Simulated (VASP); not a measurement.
Data:

```xyz
3
Lattice="0.0000 2.7901 2.7901 2.7901 0.0000 2.7901 2.7901 2.7901 0.0000" Properties=species:S:1:pos:R:3 pbc="T T T"
Ba     0.0000     0.0000     0.0000
F      1.3950     1.3950     1.3950
F      4.1851     4.1851     4.1851
```

All values below come from PBE GGA, VASP's PBE PAW potentials (set 64) (plane waves; VASP). Settings: 620 eV cut-off, 7×7×7 Γ-centred mesh, Gaussian smearing of 0.050 eV, potentials Ba_sv F.

### Question
Predict the energy per atom (σ→0), pressure.

### Answer

```json
{
 "energy per atom (σ→0)": "-5.084 eV/atom",
 "pressure": "44.90 GPa"
}
```

Only differences to runs with the same potentials and settings are physical.

The compound is BaF2 in the fluorite structure. It was relaxed first under an external pressure of 45 GPa.
